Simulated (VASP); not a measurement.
These are PBEsol GGA, VASP's PBE PAW potentials (set 64) (plane waves; VASP 6.6.1) values and carry that method's errors.

VASP input:

File KPOINTS:
```
Automatic mesh
0
Gamma
6 6 6
0 0 0
```

**POSCAR**
```
BaTe2
1
   -3.6328750000     3.6328750000     4.5416200000
    3.6328750000    -3.6328750000     4.5416200000
    3.6328750000     3.6328750000    -4.5416200000
Ba Te
2 4
Direct
  0.7500000000   0.7500000000   0.0000000000
  0.2500000000   0.2500000000   0.0000000000
  0.3639400000   0.8639400000   0.2278800000
  0.6360600000   0.1360600000   0.7721200000
  0.8639400000   0.6360600000   0.5000000000
  0.1360600000   0.3639400000   0.5000000000
```

**INCAR**
```
SYSTEM = BaTe2
PREC = Accurate
ENCUT = 300
EDIFF = 1E-6
NELM = 100
ALGO = Normal
LREAL = .FALSE.
LASPH = .TRUE.
ISMEAR = -1
SIGMA = 0.02
GGA = PS
LMAXMIX = 4
LWAVE = .FALSE.
LCHARG = .FALSE.
ISIF = 2
```

POTCAR, in this order: Ba_sv Te (PBE.64 set). Program: vasp_std.

At this cut-off the stress carries a Pulay error, which pulls relaxed volumes low.

### Question
What does the run give for the energy per atom (σ→0), pressure, largest force?

### Answer

```
Quantity                        Value
---------------------  --------------
energy per atom (σ→0)  -4.226 eV/atom
pressure                    -1.65 GPa
largest force              0.145 eV/Å
```

OSZICAR:
```
...
DAV:   8    -0.253572928094E+02    0.13293E-02   -0.49780E-02  1700   0.901E-01    0.673E-01
DAV:   9    -0.253574022242E+02   -0.10941E-03   -0.16845E-03  1880   0.196E-01    0.274E-01
DAV:  10    -0.253578429754E+02   -0.44075E-03   -0.11207E-03  1754   0.163E-01    0.310E-01
DAV:  11    -0.253578247718E+02    0.18204E-04   -0.10333E-04  2160   0.418E-02    0.943E-02
DAV:  12    -0.253578236361E+02    0.11356E-05   -0.10408E-05  1678   0.124E-02    0.472E-02
DAV:  13    -0.253578281090E+02   -0.44729E-05   -0.68092E-06  1492   0.119E-02    0.192E-02
DAV:  14    -0.253578279545E+02    0.15455E-06   -0.15079E-06  1060   0.564E-03
   1 F= -.25357828E+02 E0= -.25357828E+02  d E =-.374205E-06
```

The structure comes from a computed database's BaTe2 entry (I4/mcm); how it stands against other phases isn't given here. The cell was not relaxed at this level. The run is one of a series of settings (KPOINTS 6×6×6 Γ-centred mesh against the base run), some of them coarse on purpose.
